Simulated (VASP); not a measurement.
VASP ran on this input.

### INCAR
```
SYSTEM = ZrB
PREC = Accurate
ENCUT = 400
EDIFF = 1E-6
NELM = 100
ALGO = Normal
LREAL = .FALSE.
LASPH = .TRUE.
ISMEAR = 0
SIGMA = 0.136
LMAXMIX = 4
LWAVE = .FALSE.
LCHARG = .FALSE.
ISIF = 2
```

File POSCAR:
```
ZrB
1
    3.1437910000     0.0000000000     0.0000000000
   -1.5718960000     2.7226020000     0.0000000000
    0.0000000000     0.0000000000     3.0681840000
Zr B
1 1
Direct
  0.0000000000   0.0000000000   0.0000000000
  0.6666670000   0.3333330000   0.5000000000
```

KPOINTS:
```
Automatic mesh
0
Gamma
6 6 6
0 0 0
```

POTCAR, in this order: Zr_sv B (LDA.64 set). Program: vasp_std.

### Question
Translate this LDA calculation to Ansatz.

### Answer
One equivalent input (not run):
Ansatz 0.2 input:
```yaml
crystal:
  lattice:
    - [3.1437910, 0.0000000, 0.0000000]
    - [-1.5718960, 2.7226020, 0.0000000]
    - [0.0000000, 0.0000000, 3.0681840]
  atoms:
    - { symbol: Zr, position: [0.0000000, 0.0000000, 0.0000000] }
    - { symbol: B, position: [0.6666670, 0.3333330, 0.5000000] }
kpoints:
  mp_grid: { grid: [6, 6, 6] }
hamiltonian:
  xc: lda
  pseudopotentials: { kind: paw }
scf:
  occupations: { method: gaussian, width: 0.136 }
  max_iter: 100
output: { forces: true, stress: true, eigenvalues: true }
```
The two are equivalent in intent, not identical: each code has its own PAW files, so the cut-off isn't converted (ENCUT is set for VASP's; basis.ecutwfc is left out, and Ansatz then takes the one that its files recommend); Ansatz stops its SCF on the density residual and VASP on the energy change (EDIFF); Ansatz's lda is the Perdew-Wang form, while the LDA potentials of VASP carry Perdew-Zunger's.

The structure was generated: ZrB was put into an ordered model structure, which need not be its known phase. The cell was not relaxed at this level. The k-mesh is coarse (spacing up to 0.38 per Å, 2π included), so the numbers may not be converged in it. The run is one of a series of settings (GGA removed, POTCAR Zr_sv B (LDA.64 set) against the base run), some of them coarse on purpose.
